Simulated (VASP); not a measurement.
SiB:

```
CELL_PARAMETERS angstrom
2.66142 0.00000 0.00000
-1.33071 2.30486 0.00000
0.00000 0.00000 4.31280
ATOMIC_POSITIONS crystal
Si 0.00000 0.00000 0.00000
B 0.66667 0.33333 0.50000
```

The cell was built by a generator and needn't be a form met in nature.

| Quantity | Value |
| --- | --- |
| Program | VASP 6.6.1 |
| Task | relaxation of cell and atoms |
| Functional | PBE |
| Potentials or basis | VASP PAW PBE potentials, release 64 (Si, B) |
| Cutoff | 520 eV |
| k mesh | 9 × 9 × 5 |
| Occupations | gaussian, width 0.15 eV |
| Spin | no spin polarisation |

At the start: pressure -19.1 GPa; volume 13.23 Å³/atom.

Question: How do energy, volume and symmetry change on relaxing?

Answer: Over 22 steps the energy falls by 777.1 meV/atom and the volume is 10.75 Å³/atom (-18.7 %); space group P-6m2 (No. 187, to 0.05 Å).

The path:
```tsv
step	energy change (eV)	largest force (eV/Å)	pressure (GPa)	volume (Å³)
1	0.0000	0.0000	-19.13	26.46
2	-0.5296	0.0000	-4.96	20.85
3	-0.5582	0.0000	2.64	19.64
4	-0.6375	0.0000	5.61	19.26
5	-0.6391	0.0000	5.89	19.22
6	-0.6522	0.0000	6.56	19.12
7	-0.7201	0.0000	8.40	18.93
8	-0.8808	0.0000	13.32	18.51
9	-0.8808	0.0000	36.57	17.50
10	-0.9268	0.0000	25.85	17.92
11	-0.9270	0.0000	28.85	17.80
12	-0.9652	0.0000	28.51	17.92
13	-1.0413	0.0000	27.93	18.25
14	-1.1405	0.0000	24.79	18.79
15	-1.4310	0.0000	19.28	19.39
16	-1.4058	0.0000	20.31	19.42
17	-1.4254	0.0000	19.64	19.40
18	-1.5065	0.0000	11.31	20.16
19	-1.5453	0.0000	3.21	21.09
20	-1.5459	0.0000	2.38	21.21
21	-1.5513	0.0000	1.41	21.34
22	-1.5541	0.0000	0.46	21.51
```

Final structure:
```cif
data_structure
_symmetry_space_group_name_H-M 'P 1'
_symmetry_Int_Tables_number 1
_cell_length_a 3.2055
_cell_length_b 3.2055
_cell_length_c 2.4169
_cell_angle_alpha 90.000
_cell_angle_beta 90.000
_cell_angle_gamma 120.000
_cell_volume 21.51
loop_
_atom_site_label
_atom_site_type_symbol
_atom_site_fract_x
_atom_site_fract_y
_atom_site_fract_z
_atom_site_occupancy
Si1 Si 0.00000 0.00000 0.00000 1
B1 B 0.66667 0.33333 0.50000 1
```

Caveat: the volume moved by over 15 % at a fixed basis, so the end points are rough.
